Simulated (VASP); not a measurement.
Input:

```
CELL_PARAMETERS angstrom
      0.00000     1.73813     1.73813
      1.73813     0.00000     1.73813
      1.73813     1.73813     0.00000
ATOMIC_POSITIONS crystal
  Ni 0.00000 0.00000 0.00000
```
Starting moments (μB, in the order of the record's atoms Ni): 0.8.

These are r2SCAN meta-GGA, VASP's PBE PAW potentials (set 64) (plane waves; VASP) values and carry that method's errors. Settings: 480 eV cut-off, 16×16×16 Γ-centred mesh, first-order Methfessel-Paxton smearing of 0.10 eV, potentials Ni.

Energy and stress use the plane-wave basis of the starting cell.

Task: The ions, cell shape and volume at an external pressure of 30.0 GPa are relaxed. Predict the relaxed structure.

Result: 
```
CELL_PARAMETERS angstrom
      0.00000     1.67884     1.67884
      1.67884     0.00000     1.67884
      1.67884     1.67884     0.00000
ATOMIC_POSITIONS crystal
  Ni 0.00000 0.00000 0.00000
```
Space group Fm-3m (225), at a tolerance of 0.03 Å. The cell ends with 0.67 μB, on the sites 0.68 μB.

Task: How do energy and volume change from the first to the last step?

Result: The energy (σ→0) changes by +91.8 meV/atom and the volume by -9.9 %, in 7 ionic steps.

The compound is Ni in the fcc structure. This run relaxes it under an external pressure of 30 GPa. Symmetry was kept, so distortions that lower it aren't found.
